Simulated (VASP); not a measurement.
Energy against volume of InP (zinc blende). Computed with PBEsol GGA, VASP's PBE PAW potentials (set 64) (plane waves; VASP). Numerical set-up: 520 eV cut-off, 8×8×8 Γ-centred mesh, Gaussian smearing of 0.050 eV, potentials In_d P.

| V (Å³/atom) | E (eV/atom) |
|---|---|
| 23.859 | -4.55548 |
| 24.620 | -4.57207 |
| 25.382 | -4.57739 |
| 26.143 | -4.57313 |

Q: Fit these four points and predict the energy of the run at 26.905 Å³/atom.

A: A cubic in V^(−2/3), the third-order Birch-Murnaghan form, passes through the four points with V0 = 25.40 Å³/atom and B0 = 67 GPa, and gives -4.5607 eV/atom there. The run gave -4.5608 eV/atom, -0.1 meV/atom from the fit; all five points give B0 = 67 GPa.

The compound is InP in the zinc blende structure. It was relaxed first.
